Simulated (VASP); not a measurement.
Write the native input for VASP 6.6.1 that does the following.

```yaml
Task: single point
Functional: r2SCAN
Potentials_or_basis: VASP PAW PBE potentials, release 64 (Cr_pv, Li_sv)
Cutoff: 520 eV
k_mesh: 7 × 7 × 10
Occupations: fermi-dirac, width 0.0282 eV
Spin: no spin polarisation
Dipole_correction: no
Further_INCAR_settings: ALGO = Normal; EDIFF = 1e-06
```

Li2Cr:

```
Cr Li
1.0
     4.86840    0.00000    0.00000
     0.00000    4.86840    0.00000
     0.00000    0.00000    3.36148
Cr Li
2 4
Direct
  0.00000 0.00000 0.00000
  0.50000 0.50000 0.50000
  0.30530 0.30530 0.00000
  0.19470 0.80530 0.50000
  0.69470 0.69470 0.00000
  0.80530 0.19470 0.50000
```

The cell was built by a generator and needn't be a form met in nature.

The input as run:

POSCAR

```
Li2Cr
1.0
    4.8684028100      0.0000000000      0.0000000000
    0.0000000000      4.8684028100      0.0000000000
    0.0000000000      0.0000000000      3.3614795500
Cr Li
2 4
Direct
    0.0000000000      0.0000000000      0.0000000000
    0.5000000000      0.5000000000      0.5000000000
    0.3053000000      0.3053000000      0.0000000000
    0.1947000000      0.8053000000      0.5000000000
    0.6947000000      0.6947000000      0.0000000000
    0.8053000000      0.1947000000      0.5000000000
```

INCAR.step1

```
PREC     = Accurate       # precision mode
ENCUT    = 520            # plane-wave cutoff, eV
ISMEAR   = -5             # smearing method
SIGMA    = 0.0282         # smearing width, eV
LREAL    = False          # projectors in reciprocal space
LASPH    = True           # aspherical terms in the spheres
NELM     = 100            # most SCF steps
LMAXMIX  = 4              # l up to which the mixer works
GGA      = PE             # functional
ALGO     = Normal         # electronic algorithm
EDIFF    = 1E-4           # SCF threshold, eV
LWAVE    = True           # write WAVECAR
LCHARG   = False          # write CHGCAR
```

INCAR.step2

```
PREC     = Accurate       # precision mode
ENCUT    = 520            # plane-wave cutoff, eV
EDIFF    = 1E-6           # SCF threshold, eV
ISMEAR   = -1             # smearing method
SIGMA    = 0.0282         # smearing width, eV
LREAL    = False          # projectors in reciprocal space
LASPH    = True           # aspherical terms in the spheres
NELM     = 100            # most SCF steps
ALGO     = Normal         # electronic algorithm
ISIF     = 2              # what is computed and relaxed
LWAVE    = False          # write WAVECAR
LCHARG   = False          # write CHGCAR
LMAXMIX  = 4              # l up to which the mixer works
METAGGA  = R2SCAN         # meta-GGA
LMIXTAU  = True         
LORBIT   = 11             # projections on sites
ISTART   = 1
```

KPOINTS

```
Automatic mesh
0
Gamma
  7 7 10
```

Potentials or basis: VASP PAW PBE potentials, release 64 (Cr_pv, Li_sv).

Run with:

```console
$ cat potpaw_PBE.64/Cr_pv/POTCAR potpaw_PBE.64/Li_sv/POTCAR > POTCAR
$ cp INCAR.step1 INCAR
$ mpirun -np 1 vasp_std > vasp.out
$ cp INCAR.step2 INCAR
$ mpirun -np 1 vasp_std > vasp.out
```

Results of the run:

```yaml
Largest_force: 0.338 eV/Å
Band_gap_on_the_k_mesh: none (metal or under the smearing width)
Valence_electrons_inside_the_program's_atomic_spheres: Cr 10.96; Li 2.14
```

Caveat: the PAW data sets were made with another functional, which shifts forces and pressure a little.

Run time: 5 min on 1 thread of Intel(R) Xeon(R) Platinum 8488C (Sapphire Rapids), on a shared host, peak memory 0.24 GiB.
